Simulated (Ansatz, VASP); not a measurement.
# Tl2S: VASP beside Ansatz, part 2 of 3

One calculation is typed for both programs; each brings its own data sets. How far apart do they land? The cell is generated by rule, not measured, and may not be a known phase. The cell is taken from a series of runs on this material, whose earlier steps may have relaxed, scaled, displaced or heated it; both programs get it as it stands.

VASP 6.6.1 and Ansatz 0.2.0.

So far: The structure; Ansatz: zone-centre phonons, PBEsol.

## 3. VASP: zone-centre phonons, PBEsol

Level of this step: PBEsol; plane waves and PAW (S, Tl_d); invented cell (VASP).

The same cell, functional, mesh and smearing now go to VASP, with its own data sets.

Lines of VASP's logs that name or quote its potential files are left out, and so is its time.

File INCAR:

```
SYSTEM = Tl2S
PREC = Accurate
ENCUT = 500
EDIFF = 1E-08
NELM = 120
ISMEAR = 1
SIGMA = 0.2
LREAL = .FALSE.
ALGO = Normal
GGA = PS
NBANDS = 39
LORBIT = 11
LWAVE = .FALSE.
LCHARG = .FALSE.
ISIF = 2
IBRION = 8
LASPH = .TRUE.
GGA_COMPAT = .FALSE.
EFERMI = MIDGAP
KPAR = 2
```

File POSCAR:

```
Tl2S
1.0
    3.6501225690      2.1073992478      3.9998538757
   -3.6501225690      2.1073992478      3.9998538757
    0.0000000000     -4.2147984955      3.9998538757
S Tl
2 4
Direct
    0.9315274856      0.9315274856      0.9315274856
    0.3655740987      0.3655740987      0.3655740987
    0.2951893150      0.8510481257      0.2951893150
    0.7145302596      0.7145302596      0.7145302596
    0.8510481257      0.2951893150      0.2951893150
    0.2951893150      0.2951893150      0.8510481257
```

File KPOINTS:

```
Automatic mesh
0
Gamma
6 6 6
0 0 0
```

The projector-augmented-wave data sets are S and Tl_d (PBE family, release 64).

Started as:

```sh
mpirun -np 2 vasp_std
```

Output:

```text
[banner, memory and clock lines left out]
running    2 mpi-ranks, on    1 nodes
 distrk:  each k-point on    1 cores,    2 groups
 distr:  one band on    1 cores,    1 groups

 POSCAR found type information on POSCAR S Tl
 POSCAR found :  2 types and       6 ions
|                                                                             |
|               ----> ADVICE to this user running VASP <----                  |
|                                                                             |
|     You enforced a specific xc type in the INCAR file but a different       |
|     [... a line on the potential file left out ...]
|     I HOPE YOU KNOW WHAT YOU ARE DOING!                                     |
|                                                                             |

 LDA part: xc-table for (Slater+PW92), standard interpolation
 POSCAR, INCAR and KPOINTS ok, starting setup
 FFT: planning ... GRIDC
 FFT: planning ... GRID_SOFT
 FFT: planning ... GRID
 WAVECAR not read
 entering main loop
       N       E                     dE             d eps       ncg     rms          rms(c)
DAV:   1     0.347742555032E+03    0.34774E+03   -0.31471E+04  2504   0.144E+03
DAV:   2    -0.303612311481E+01   -0.35078E+03   -0.33762E+03  2728   0.310E+02
DAV:   3    -0.208924138401E+02   -0.17856E+02   -0.17300E+02  2942   0.532E+01
DAV:   4    -0.212163649833E+02   -0.32395E+00   -0.32395E+00  2671   0.717E+00
DAV:   5    -0.212224953047E+02   -0.61303E-02   -0.61292E-02  2925   0.104E+00    0.914E+00
DAV:   6    -0.195618930396E+02    0.16606E+01   -0.34096E+00  3172   0.915E+00    0.644E+00
DAV:   7    -0.195693660775E+02   -0.74730E-02   -0.89191E-01  2776   0.362E+00    0.349E+00
DAV:   8    -0.195480600052E+02    0.21306E-01   -0.99800E-02  2748   0.162E+00    0.720E-01
DAV:   9    -0.195423788548E+02    0.56812E-02   -0.18437E-02  2881   0.752E-01    0.283E-01
DAV:  10    -0.195427556079E+02   -0.37675E-03   -0.56749E-03  2700   0.263E-01    0.177E-01
DAV:  11    -0.195428814539E+02   -0.12585E-03   -0.57459E-04  2840   0.141E-01    0.492E-02
DAV:  12    -0.195428768567E+02    0.45972E-05   -0.11403E-04  2839   0.571E-02    0.179E-02
DAV:  13    -0.195428760801E+02    0.77661E-06   -0.43213E-05  2895   0.378E-02    0.794E-03
DAV:  14    -0.195428765180E+02   -0.43795E-06   -0.42376E-06  2713   0.939E-03    0.467E-03
DAV:  15    -0.195428764143E+02    0.10375E-06   -0.40965E-07  2875   0.322E-03    0.139E-03
DAV:  16    -0.195428763301E+02    0.84192E-07   -0.86788E-08  2573   0.155E-03    0.731E-04
DAV:  17    -0.195428763003E+02    0.29747E-07   -0.19606E-08  2310   0.584E-04    0.262E-04
DAV:  18    -0.195428762809E+02    0.19387E-07   -0.36729E-09  1493   0.355E-04    0.542E-05
DAV:  19    -0.195428762802E+02    0.68303E-09   -0.98386E-10  1430   0.149E-04
   1 F= -.19542876E+02 E0= -.19545095E+02  d E =0.665485E-02
 Linear response reoptimize wavefunctions to high precision
DAV:   1    -0.195428762832E+02   -0.29613E-08   -0.16473E-10  1416   0.624E-05
DAV:   2    -0.195428762833E+02   -0.53660E-10   -0.38161E-11  1402   0.269E-05
 Linear response DOF=           8
 Linear response progress:
  Degree of freedom:   1/  8
       N       E                     dE             d eps       ncg     rms          rms(c)
RMM:   1    -0.115277555357E+00   -0.11528E+00    0.20050E-04 17676   0.965E-01
RMM:   2    -0.111593176260E+00    0.36844E-02   -0.60770E-03 13135   0.205E-01    0.487E-02
RMM:   3    -0.111786827329E+00   -0.19365E-03   -0.17745E-04 13646   0.407E-02    0.267E-02
RMM:   4    -0.111936802798E+00   -0.14998E-03   -0.85901E-05 14208   0.252E-02    0.105E-02
RMM:   5    -0.111901278114E+00    0.35525E-04   -0.50419E-06 14364   0.761E-03    0.436E-03
RMM:   6    -0.111899967718E+00    0.13104E-05   -0.27706E-07 14532   0.129E-03    0.254E-03
RMM:   7    -0.111905521012E+00   -0.55533E-05   -0.12822E-07 14170   0.101E-03    0.651E-04
RMM:   8    -0.111904696191E+00    0.82482E-06    0.13373E-08 14541   0.328E-04    0.111E-04
RMM:   9    -0.111904194376E+00    0.50182E-06    0.10997E-07 14681   0.923E-05    0.419E-05
RMM:  10    -0.111904158492E+00    0.35884E-07   -0.78545E-09 14777   0.330E-05    0.156E-05
RMM:  11    -0.111904177690E+00   -0.19198E-07    0.85202E-09 14530   0.191E-05    0.118E-05
RMM:  12    -0.111904143405E+00    0.34285E-07    0.13207E-08 14889   0.669E-06    0.375E-06
RMM:  13    -0.111904151767E+00   -0.83617E-08   -0.23218E-08 11924   0.292E-06    0.691E-07
 first order change of Fermi-energy  -0.90370E-04
 force on displaced ion       1 direction 1 :  -0.010   0.000   0.001
 Linear response progress:
  Degree of freedom:   2/  8
       N       E                     dE             d eps       ncg     rms          rms(c)
RMM:   1    -0.115333396080E+00   -0.11533E+00    0.42351E-02  4856   0.106E+00
RMM:   2    -0.111918623880E+00    0.34148E-02   -0.53998E-03  3752   0.207E-01    0.194E-01
RMM:   3    -0.112218237367E+00   -0.29961E-03   -0.39592E-04  3923   0.537E-02    0.106E-01
RMM:   4    -0.112487149656E+00   -0.26891E-03   -0.16684E-04  4009   0.338E-02    0.233E-02
RMM:   5    -0.112479643732E+00    0.75059E-05   -0.92464E-06  4081   0.959E-03    0.968E-03
RMM:   6    -0.112445014686E+00    0.34629E-04   -0.23738E-06  3978   0.500E-03    0.417E-03
RMM:   7    -0.112454124696E+00   -0.91100E-05   -0.30692E-07  4125   0.153E-03    0.124E-03
[...]
RMM:   3    -0.112127580265E+00   -0.30250E-03   -0.28389E-04  3891   0.483E-02    0.664E-02
RMM:   4    -0.112312581915E+00   -0.18500E-03   -0.57116E-05  4056   0.217E-02    0.266E-02
RMM:   5    -0.112396353865E+00   -0.83772E-04   -0.11357E-05  4056   0.107E-02    0.706E-03
RMM:   6    -0.112373876299E+00    0.22478E-04   -0.10747E-06  4037   0.274E-03    0.297E-03
RMM:   7    -0.112371934574E+00    0.19417E-05   -0.24412E-08  4149   0.910E-04    0.110E-03
RMM:   8    -0.112376663617E+00   -0.47290E-05   -0.24644E-08  4044   0.429E-04    0.211E-04
RMM:   9    -0.112376195108E+00    0.46851E-06   -0.49727E-08  4182   0.116E-04    0.465E-05
RMM:  10    -0.112376484835E+00   -0.28973E-06   -0.83514E-08  4175   0.537E-05    0.160E-05
RMM:  11    -0.112376468996E+00    0.15839E-07    0.84607E-08  4264   0.160E-05    0.837E-06
RMM:  12    -0.112376458770E+00    0.10226E-07    0.87096E-09  3960   0.835E-06    0.188E-06
RMM:  13    -0.112376464405E+00   -0.56354E-08   -0.71333E-09  2555   0.234E-06    0.353E-07
 first order change of Fermi-energy   0.21136E-01
 force on displaced ion       2 direction 3 :  -0.000  -0.000  -3.603
 Linear response progress:
  Degree of freedom:   5/  8
       N       E                     dE             d eps       ncg     rms          rms(c)
RMM:   1    -0.346844489002E+00   -0.34684E+00   -0.23480E-01 14767   0.278E+00
RMM:   2    -0.346960769390E+00   -0.11628E-03   -0.34052E-03 13124   0.327E-01    0.933E-02
RMM:   3    -0.346678655790E+00    0.28211E-03   -0.12462E-04 14677   0.513E-02    0.559E-02
RMM:   4    -0.346404855511E+00    0.27380E-03   -0.48999E-05 15000   0.256E-02    0.156E-02
RMM:   5    -0.346374247178E+00    0.30608E-04   -0.14770E-06 14981   0.500E-03    0.570E-03
RMM:   6    -0.346376516778E+00   -0.22696E-05   -0.42523E-07 14889   0.315E-03    0.824E-04
RMM:   7    -0.346378346975E+00   -0.18302E-05    0.82411E-09 15200   0.727E-04    0.350E-04
RMM:   8    -0.346379004509E+00   -0.65753E-06   -0.95110E-09 15223   0.203E-04    0.136E-04
RMM:   9    -0.346379380144E+00   -0.37564E-06   -0.21147E-08 15037   0.965E-05    0.374E-05
RMM:  10    -0.346379389194E+00   -0.90498E-08   -0.16201E-08 15413   0.271E-05    0.120E-05
 first order change of Fermi-energy   0.21396E-01
 force on displaced ion       3 direction 1 :  -2.911   1.613   0.716
 Linear response progress:
  Degree of freedom:   6/  8
       N       E                     dE             d eps       ncg     rms          rms(c)
RMM:   1    -0.345206775582E+00   -0.34521E+00   -0.23784E-01  8930   0.277E+00
RMM:   2    -0.345759312285E+00   -0.55254E-03   -0.34210E-03  7998   0.330E-01    0.682E-02
RMM:   3    -0.345478257569E+00    0.28105E-03   -0.11303E-04  9029   0.484E-02    0.401E-02
RMM:   4    -0.345244996994E+00    0.23326E-03   -0.33706E-05  9201   0.207E-02    0.151E-02
RMM:   5    -0.345191811278E+00    0.53186E-04   -0.28985E-06  9185   0.574E-03    0.579E-03
RMM:   6    -0.345196770444E+00   -0.49592E-05   -0.86409E-07  8950   0.352E-03    0.646E-04
RMM:   7    -0.345195050321E+00    0.17201E-05   -0.11684E-08  9264   0.663E-04    0.341E-04
RMM:   8    -0.345195628821E+00   -0.57850E-06    0.24566E-08  9154   0.266E-04    0.109E-04
RMM:   9    -0.345196064093E+00   -0.43527E-06    0.10917E-08  9156   0.108E-04    0.492E-05
RMM:  10    -0.345196161520E+00   -0.97427E-07   -0.13257E-08  9319   0.438E-05    0.123E-05
RMM:  11    -0.345196244338E+00   -0.82818E-07   -0.41953E-09  9401   0.122E-05    0.408E-06
RMM:  12    -0.345196267648E+00   -0.23310E-07   -0.59159E-10  8582   0.472E-06    0.110E-06
RMM:  13    -0.345196273656E+00   -0.60079E-08   -0.53478E-11  6548   0.227E-06    0.379E-07
 first order change of Fermi-energy   0.86174E-02
 force on displaced ion       3 direction 3 :   0.717  -0.414  -0.929
 Linear response progress:
  Degree of freedom:   7/  8
       N       E                     dE             d eps       ncg     rms          rms(c)
RMM:   1    -0.345333910262E+00   -0.34533E+00   -0.23829E-01 14588   0.224E+00
RMM:   2    -0.346584781353E+00   -0.12509E-02   -0.32827E-03 13137   0.267E-01    0.332E-02
RMM:   3    -0.346662466819E+00   -0.77685E-04   -0.10936E-04 14488   0.408E-02    0.187E-02
RMM:   4    -0.346662638979E+00   -0.17216E-06   -0.71649E-06 14846   0.107E-02    0.777E-03
RMM:   5    -0.346653777524E+00    0.88615E-05   -0.18682E-06 14658   0.458E-03    0.109E-03
RMM:   6    -0.346646348410E+00    0.74291E-05   -0.32703E-07 15187   0.114E-03    0.372E-04
RMM:   7    -0.346645712549E+00    0.63586E-06   -0.95216E-08 15386   0.348E-04    0.102E-04
RMM:   8    -0.346646070268E+00   -0.35772E-06   -0.78073E-09 15629   0.105E-04    0.391E-05
RMM:   9    -0.346645938884E+00    0.13138E-06    0.21001E-09 15417   0.470E-05    0.105E-05
RMM:  10    -0.346645894678E+00    0.44206E-07    0.46798E-09 15896   0.105E-05    0.451E-06
RMM:  11    -0.346645866061E+00    0.28617E-07   -0.65132E-10 14208   0.547E-06    0.921E-07
RMM:  12    -0.346645867665E+00   -0.16041E-08    0.98286E-10 10006   0.211E-06    0.551E-07
 first order change of Fermi-energy   0.44740E-05
 force on displaced ion       4 direction 1 :  -0.098   0.001   0.000
 Linear response progress:
  Degree of freedom:   8/  8
       N       E                     dE             d eps       ncg     rms          rms(c)
RMM:   1    -0.346602366390E+00   -0.34660E+00   -0.24011E-01  4216   0.234E+00
RMM:   2    -0.346485141443E+00    0.11722E-03   -0.36174E-03  3744   0.289E-01    0.169E-01
RMM:   3    -0.345834437694E+00    0.65070E-03   -0.21351E-04  4236   0.528E-02    0.101E-01
RMM:   4    -0.345263597757E+00    0.57084E-03   -0.18524E-04  4230   0.421E-02    0.226E-02
RMM:   5    -0.345261795778E+00    0.18020E-05   -0.56418E-06  4336   0.898E-03    0.948E-03
RMM:   6    -0.345287315388E+00   -0.25520E-04   -0.26842E-06  4072   0.568E-03    0.159E-03
RMM:   7    -0.345289095237E+00   -0.17798E-05   -0.93056E-08  4344   0.131E-03    0.713E-04
RMM:   8    -0.345291285396E+00   -0.21902E-05   -0.20394E-08  4329   0.436E-04    0.239E-04
RMM:   9    -0.345292479822E+00   -0.11944E-05   -0.52152E-09  4309   0.183E-04    0.811E-05
RMM:  10    -0.345292583568E+00   -0.10375E-06    0.27368E-09  4339   0.538E-05    0.248E-05
RMM:  11    -0.345292677140E+00   -0.93572E-07    0.17207E-09  4376   0.217E-05    0.501E-06
RMM:  12    -0.345292671659E+00    0.54808E-08    0.34702E-09  3974   0.679E-06    0.194E-06
 first order change of Fermi-energy   0.82804E-01
 force on displaced ion       4 direction 3 :   0.000  -0.000  -4.480
 Linear response finished
```

(Part 2 of 3 ends here.)

[Lines on the potential files, build, host, timing and source positions are cut from VASP's logs without a mark.]

[Logs are printed without paths, hosts, clocks, repeated set-up lines and the standing remarks that a program may print on its own settings, such as how far it seeks lower states.]

[Hosts, paths, dates, database ids (printed as entryN), source tags and the programs' standing remarks are cut or masked in the printed files.]
